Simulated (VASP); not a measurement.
# Al16SO23 (a cell with a defect) in VASP: notebook

One crystal, Al16SO23 (a cell with a defect), is run at these levels: PBE; tasks: electric field gradients.

Everything below comes from runs of VASP 6.6.1. Logs are shortened: lines on timing, memory, paths and dates and some standing lists are left out, and cuts for length are marked.

### Step 1. The structure

The cell holds a defect, 40 atoms: a = 7.064 Å, b = 7.064 Å, c = 7.064 Å, α = 85.72°, β = 85.72°, γ = 85.72°.

### Step 2. Electric field gradients, PBE

The input, INCAR:

```
PREC     = Accurate       # precision mode
ENCUT    = 520            # plane-wave cutoff, eV
EDIFF    = 1E-8           # SCF threshold, eV
ISMEAR   = -1             # smearing method
SIGMA    = 0.01           # smearing width, eV
LREAL    = Auto         
LASPH    = True           # aspherical terms in the spheres
NELM     = 100            # most SCF steps
ALGO     = Fast           # electronic algorithm
ISIF     = 2              # what is computed and relaxed
LWAVE    = False          # write WAVECAR
LCHARG   = False          # write CHGCAR
GGA      = PE             # functional
LEFG     = True         
NBANDS   = 122            # bands
```

The input, KPOINTS:

```
regular mesh
0
Gamma
  3 3 3
```

The input, POSCAR:

```
Al16SO23
1.0
   -4.8050272208     -2.7741837594      4.3720844159
    4.8050272208     -2.7741837594      4.3720844159
    0.0000000000      5.5483675188      4.3720844159
Al S O
16 1 23
Direct
    0.6479040000      0.6479040000      0.6479040000
    0.1479040000      0.1479040000      0.6479040000
    0.1479040000      0.6479040000      0.1479040000
    0.6479040000      0.1479040000      0.1479040000
    0.8520960000      0.8520960000      0.8520960000
    0.3520960000      0.3520960000      0.8520960000
    0.3520960000      0.8520960000      0.3520960000
    0.8520960000      0.3520960000      0.3520960000
    0.1479040000      0.1479040000      0.1479040000
    0.6479040000      0.6479040000      0.1479040000
    0.6479040000      0.1479040000      0.6479040000
    0.1479040000      0.6479040000      0.6479040000
    0.3520960000      0.3520960000      0.3520960000
    0.8520960000      0.8520960000      0.3520960000
    0.8520960000      0.3520960000      0.8520960000
    0.3520960000      0.8520960000      0.8520960000
    0.4030727500      0.5969272500      0.2500000000
    0.9030727500      0.0969272500      0.2500000000
    0.9030727500      0.5969272500      0.7500000000
    0.4030727500      0.0969272500      0.7500000000
    0.4030727500      0.7500000000      0.5969272500
    0.9030727500      0.2500000000      0.5969272500
    0.9030727500      0.7500000000      0.0969272500
    0.4030727500      0.2500000000      0.0969272500
    0.5969272500      0.2500000000      0.4030727500
    0.0969272500      0.7500000000      0.4030727500
    0.0969272500      0.2500000000      0.9030727500
    0.5969272500      0.7500000000      0.9030727500
    0.2500000000      0.4030727500      0.5969272500
    0.7500000000      0.9030727500      0.5969272500
    0.7500000000      0.4030727500      0.0969272500
    0.2500000000      0.9030727500      0.0969272500
    0.7500000000      0.5969272500      0.4030727500
    0.2500000000      0.0969272500      0.4030727500
    0.2500000000      0.5969272500      0.9030727500
    0.7500000000      0.0969272500      0.9030727500
    0.5969272500      0.4030727500      0.7500000000
    0.0969272500      0.9030727500      0.7500000000
    0.0969272500      0.4030727500      0.2500000000
    0.5969272500      0.9030727500      0.2500000000
```

Potentials or basis: VASP PAW PBE potentials, release 64 (Al, S, O).

On the command line:

```bash
$ cat potpaw_PBE.64/Al/POTCAR potpaw_PBE.64/S/POTCAR potpaw_PBE.64/O/POTCAR > POTCAR
$ mpirun -np 1 vasp_std > vasp.out
```

OUTCAR:

```text
PREC = Accurate
   ENCUT = 520
   EDIFF = 1E-8
   ISMEAR = -1
   LREAL = Auto
   LASPH = True
   NELM = 100
   ISIF = 2
   GGA = PE

 ion  position               nearest neighbor table
   1  0.648  0.648  0.648-  21 1.87  37 1.87  33 1.87  19 1.99  28 1.99  30 1.99   5 2.68  15 2.82
                            16 2.82  14 2.82   8 3.25   7 3.25   6 3.25
   2  0.148  0.148  0.648-  22 1.87  38 1.87  34 1.87  20 1.99  27 1.99  29 1.99   6 2.68  15 2.82
                            16 2.82  13 2.82   8 3.25   7 3.25   5 3.25
   3  0.148  0.648  0.148-  23 1.87  39 1.87  35 1.87  17 1.99  26 1.99  32 1.99   7 2.68  13 2.82
                            14 2.82  16 2.82   5 3.25   6 3.25   8 3.25
   4  0.648  0.148  0.148-  24 1.87  40 1.87  36 1.87  18 1.99  25 1.99  31 1.99   8 2.68  13 2.82
                            14 2.82  15 2.82   5 3.25   6 3.25   7 3.25
   5  0.852  0.852  0.852-  36 1.87  38 1.87  23 1.87  19 1.99  28 1.99  30 1.99   1 2.68  11 2.82
                            12 2.82  10 2.82   4 3.25   3 3.25   2 3.25
   6  0.352  0.352  0.852-  35 1.87  37 1.87  24 1.87  20 1.99  27 1.99  29 1.99   2 2.68  11 2.82
                            12 2.82   9 2.82   4 3.25   3 3.25   1 3.25
   7  0.352  0.852  0.352-  34 1.87  40 1.87  21 1.87  17 1.99  26 1.99  32 1.99   3 2.68   9 2.82
                            10 2.82  12 2.82   1 3.25   2 3.25   4 3.25
   8  0.852  0.352  0.352-  33 1.87  39 1.87  22 1.87  18 1.99  25 1.99  31 1.99   4 2.68   9 2.82
                            10 2.82  11 2.82   1 3.25   2 3.25   3 3.25
   9  0.148  0.148  0.148-  32 1.87  18 1.87  27 1.87  39 1.99  34 1.99  24 1.99  13 2.68   8 2.82
[... 37 lines left out ...]
  39  0.097  0.403  0.250-   3 1.87   8 1.87   9 1.99  13 1.99
  40  0.597  0.903  0.250-   4 1.87   7 1.87  10 1.99  14 1.99

  LATTYP: Found a trigonal (rhomboedric) cell.
 ALAT       =     7.0639581159
 COS(alpha) =     0.0746085784

  Lattice vectors:

 A1 = (  -4.8050272208,  -2.7741837594,   4.3720844159)
 A2 = (   4.8050272208,  -2.7741837594,   4.3720844159)
 A3 = (   0.0000000000,   5.5483675188,   4.3720844159)

Analysis of symmetry for initial positions (statically):
=====================================================================
 Subroutine PRICEL returns:
 Original cell was already a primitive cell.

 Routine SETGRP: Setting up the symmetry group for a
 trigonal (rhombohedral) supercell.

 Subroutine GETGRP returns: Found  2 space group operations
 (whereof  1 operations were pure point group operations)
 out of a pool of 12 trial point group operations.

The static configuration has the point symmetry C_1 .
 The point group associated with its full space group is C_2 .

Analysis of symmetry for dynamics (positions and initial velocities):
=====================================================================
 Subroutine PRICEL returns:
 Original cell was already a primitive cell.

 Routine SETGRP: Setting up the symmetry group for a
 trigonal (rhombohedral) supercell.

 Subroutine GETGRP returns: Found  2 space group operations
 (whereof  1 operations were pure point group operations)
 out of a pool of 12 trial point group operations.

The dynamic configuration has the point symmetry C_1 .
 The point group associated with its full space group is C_2 .

 Subroutine INISYM returns: Found  2 space group operations
 (whereof  1 operations are pure point group operations),
 and found     1 'primitive' translations

----------------------------------------------------------------------------------------

                                     Primitive cell

  volume of cell :     349.6801

  direct lattice vectors                    reciprocal lattice vectors
    -4.805027221 -2.774183759  4.372084416    -0.104057683 -0.060077731  0.076241285
     4.805027221 -2.774183759  4.372084416     0.104057683 -0.060077731  0.076241285
     0.000000000  5.548367519  4.372084416     0.000000000  0.120155463  0.076241285

  length of vectors
     7.063958116  7.063958116  7.063958116     0.142302736  0.142302736  0.142302736

  position of ions in fractional coordinates (direct lattice)
     0.647904000  0.647904000  0.647904000
     0.147904000  0.147904000  0.647904000
[... 150 lines left out ...]
   NUPDOWN=      -1.0000    fix difference up-down
   EMIN   =  10.00;   EMAX   =-10.00  energy-range for DOS
   EFERMI =   0.00;   METHOD = LEGACY
   ISMEAR =    -1;   SIGMA  =   0.01  broadening in eV -4-tet -1-fermi 0-gaus
   EFERMI_NEDOS =   21; number of points for ismear=-14 and -15
   IALGO  =     68    algorithm
   IMIX   =      4    mixing-type and parameters
     AMIX     =   0.40;   BMIX     =  1.00
     AMIX_MAG =   1.60;   BMIX_MAG =  1.00
  volume/ion in A,a.u.               =       8.74        58.99
  Fermi-wavevector in a.u.,A,eV,Ry     =   1.340556  2.533283 24.450898  1.797090
  Thomas-Fermi vector in A             =   2.468859
   LORBIT       =      0    0 simple, 1 ext, 2 COOP (PROOUT), +10 PAW based schemes
   GGA     = PE    functional components
   LHFCALC =     F    Hartree Fock is set to
   AEXX    =    0.0000 exact exchange contribution
   IVDW    =     0    specifies the selected vdW correction
   LEPSILON=     F    determine dielectric tensor
   LRPA    =     F    only Hartree local field effects (RPA)
 non-spin polarized calculation
 RMM-DIIS sequential band-by-band and
  energy-cutoff  :      520.00
  volume of cell :      349.68
 maximum number of plane-waves:      9448
 NGX is ok and might be reduce to    54
   NGX = 27   NGY = 27   NGZ = 27

 number of electron     191.9999934 magnetization

 Free energy of the ion-electron system (eV)
  ---------------------------------------------------
  ext. energy  EPLUGINS =         0.00000000
  ---------------------------------------------------
  free energy    TOTEN  =      -288.56255106 eV

  energy without entropy =     -288.56255106  energy(sigma->0) =     -288.56255106

 E-fermi :   6.6919     XC(G=0): -11.6260

 val. band max:        6.4209197187   @ k =   0.0000   0.0000   0.0000
 cond. band min:      12.2746547539   @ k =   0.0000   0.0000   0.0000
 fundamental gap:      5.8537350352
 Fermi energy:         6.6919175739

 k-point     1 :       0.0000    0.0000    0.0000
  band No.  band energies     occupation
      1     -12.8704      2.00000
      2     -11.7715      2.00000
      3     -11.7663      2.00000
      4     -11.7098      2.00000
      5     -11.1473      2.00000
      6     -11.1142      2.00000
[... 1099 lines left out ...]
    107      15.7399      0.00000
    108      15.8393      0.00000
 [bands above 108 left out]

------------------------ aborting loop because EDIFF is reached ----------------------------------------

  FORCE on cell =-STRESS in cart. coord.  units (eV):
  Direction    XX          YY          ZZ          XY          YZ          ZX
  --------------------------------------------------------------------------------------
  -------------------------------------------------------------------------------------
  Total       28.1625806     26.9269208     24.5949617      0.0000000    -12.2553574      0.0000000
  in kB      129.0363781    123.3747849    112.6901265      0.0000000    -56.1520604      0.0000000
  external PRESSURE =     121.7004298 kB  Pullay stress =       0.0000000 kB

 VOLUME and BASIS-vectors are now :
 -----------------------------------------------------------------------------
  energy-cutoff  :      520.00
  volume of cell :      349.68
      direct lattice vectors                 reciprocal lattice vectors
    -4.805027221 -2.774183759  4.372084416    -0.104057683 -0.060077731  0.076241285
     4.805027221 -2.774183759  4.372084416     0.104057683 -0.060077731  0.076241285
     0.000000000  5.548367519  4.372084416     0.000000000  0.120155463  0.076241285

 POSITION                                       TOTAL-FORCE (eV/Angst)
 -----------------------------------------------------------------------------------
      0.00000      0.00000      8.49807         0.011817      0.053186      0.113423
      0.00000      2.77418      4.12599         0.015482     -0.006847     -0.001230
      2.40251     -1.38709      4.12599         4.222813      0.047064     -3.925752
     -2.40251     -1.38709      4.12599        -0.090127      0.012500      0.032914
      0.00000      0.00000     11.17631         0.015482      0.006847      0.001230
      0.00000      2.77418      6.80422         0.011817     -0.053186     -0.113423
[... 32 lines left out ...]
      1.47104     -0.00000      3.27906         0.178991      0.432340     -0.592564
      1.47104     -2.77418      7.65115         0.178991     -0.432340      0.592564
 -----------------------------------------------------------------------------------
    total drift:                                0.001260     -0.000000     -0.000000

  FREE ENERGIE OF THE ION-ELECTRON SYSTEM (eV)
  ---------------------------------------------------
  free  energy   TOTEN  =      -288.5625510594 eV

  energy  without entropy=     -288.5625510594  energy(sigma->0) =     -288.56255106

 Electric field gradients (V/A^2)
---------------------------------------------------------------------
 ion       V_xx      V_yy      V_zz      V_xy      V_xz      V_yz
---------------------------------------------------------------------
   1      -2.888    -2.804     5.692     0.051    -0.006     0.040
   2      -2.933    -2.851     5.783     0.004    -0.045    -0.002
   3     -15.626    13.898     1.728    -1.688    25.164     1.356
   4      -2.812    -3.208     6.019     0.387    -0.339     0.159
   5      -2.933    -2.851     5.783    -0.004     0.045    -0.002
   6      -2.888    -2.804     5.692    -0.051     0.006     0.040
[... 32 lines left out ...]
  39      11.908    -6.107    -5.802    -0.259     1.371   -29.725
  40      11.908    -6.107    -5.802     0.259    -1.371   -29.725
---------------------------------------------------------------------

 Electric field gradients after diagonalization (V/A^2)
 (convention: |V_zz| > |V_xx| > |V_yy|)
----------------------------------------------------------------------
 ion       V_xx      V_yy      V_zz     asymmetry (V_yy - V_xx)/ V_zz
----------------------------------------------------------------------
   1      -2.912    -2.780     5.692       0.023
   2      -2.933    -2.850     5.784       0.014
   3      19.672    13.993   -33.665       0.169
   4      -3.455    -2.579     6.035       0.145
   5      -2.933    -2.850     5.784       0.014
   6      -2.912    -2.780     5.692       0.023
[... 32 lines left out ...]
  39      23.882    11.810   -35.692       0.338
  40      23.882    11.810   -35.692       0.338
----------------------------------------------------------------------

           NMR quadrupolar parameters

 Cq : quadrupolar parameter    Cq=e*Q*V_zz/h
 eta: asymmetry parameters     (V_yy - V_xx)/ V_zz
 Q  : nuclear electric quadrupole moment in mb (millibarn)
----------------------------------------------------------------------
 ion       Cq(MHz)       eta       Q (mb)
----------------------------------------------------------------------
   1       0.014       0.023       1.000
   2       0.014       0.014       1.000
   3      -0.081       0.169       1.000
   4       0.015       0.145       1.000
   5       0.014       0.014       1.000
   6       0.014       0.023       1.000
[... 32 lines left out ...]
  39      -0.086       0.338       1.000
  40      -0.086       0.338       1.000
----------------------------------------------------------------------
```

It took 5.7 min on 1 thread of Intel Xeon 6975P-C (Granite Rapids), shared host; peak memory 0.55 GiB.

Results:

```yaml
Free_energy: -288.5626 eV
Pressure: 12.2 GPa
Largest_force: 9.444 eV/Å
Band_gap_on_the_k_mesh: 5.85 eV, direct
```

Forces on the atoms (eV/Å):
```
Al   0.012  0.053  0.113
Al   0.015 -0.007 -0.001
Al   4.223  0.047 -3.926
Al  -0.090  0.013  0.033
Al   0.015  0.007  0.001
Al   0.012 -0.053 -0.113
Al   4.223 -0.047  3.926
Al  -0.090 -0.013 -0.033
Al   0.080  0.025 -0.032
Al  -4.623 -7.061  4.237
Al  -0.017 -0.022 -0.039
Al   0.031  0.122  0.021
Al  -4.623  7.061 -4.237
Al   0.080 -0.025  0.032
Al  -0.017  0.022  0.039
Al   0.031 -0.122 -0.021
S   -0.230  0.000  0.000
O   -0.053  0.000  0.000
O   -0.004 -0.003 -0.009
O   -0.004  0.003  0.009
O    0.106  0.304  0.393
O    0.005 -0.005  0.009
O   -0.010 -0.002  0.020
O   -0.167 -0.043 -0.245
O   -0.302  0.132  0.024
O    0.672  0.452 -0.048
O   -0.004  0.009  0.015
O    0.023 -0.316 -0.006
O    0.023  0.316  0.006
O   -0.004 -0.009 -0.015
O   -0.302 -0.132 -0.024
O    0.672 -0.452  0.048
O   -0.167  0.043  0.245
O   -0.010  0.002 -0.020
O    0.106 -0.304 -0.393
O    0.005  0.005 -0.009
O    0.029  0.000  0.000
O   -0.003  0.000  0.000
O    0.179  0.432 -0.593
O    0.179 -0.432  0.593
```

Stress tensor (GPa, compression positive):
```
12.90  0.00  0.00
 0.00 12.34 -5.62
 0.00 -5.62 11.27
```

Electric field gradients, principal values (V/Å²):
```csv
atom,Vxx,Vyy,Vzz
1 Al,-2.780,-2.912,5.692
2 Al,-2.850,-2.933,5.784
3 Al,13.993,19.672,-33.665
4 Al,-2.579,-3.455,6.035
5 Al,-2.850,-2.933,5.784
6 Al,-2.780,-2.912,5.692
7 Al,13.993,19.672,-33.665
8 Al,-2.579,-3.455,6.035
9 Al,-2.810,-2.995,5.805
10 Al,20.952,27.567,-48.518
11 Al,-2.811,-3.023,5.834
12 Al,-2.897,-2.905,5.802
13 Al,20.952,27.567,-48.518
14 Al,-2.810,-2.995,5.805
15 Al,-2.811,-3.023,5.834
16 Al,-2.897,-2.905,5.802
17 S,2.923,3.047,-5.970
18 O,9.660,29.059,-38.718
19 O,9.378,29.423,-38.801
20 O,9.378,29.423,-38.801
21 O,8.301,28.951,-37.252
22 O,9.501,29.322,-38.823
23 O,9.640,29.486,-39.126
24 O,8.900,28.951,-37.851
25 O,10.374,28.726,-39.100
26 O,5.284,30.642,-35.926
27 O,9.222,29.653,-38.875
28 O,8.892,29.378,-38.270
29 O,8.892,29.378,-38.270
30 O,9.222,29.653,-38.875
31 O,10.374,28.726,-39.100
32 O,5.284,30.642,-35.926
33 O,8.900,28.951,-37.851
34 O,9.640,29.486,-39.126
35 O,8.301,28.951,-37.252
36 O,9.501,29.322,-38.823
37 O,9.400,29.344,-38.745
38 O,9.445,29.318,-38.763
39 O,11.810,23.882,-35.692
40 O,11.810,23.882,-35.692
```

(Continued in part 2 of 2.)
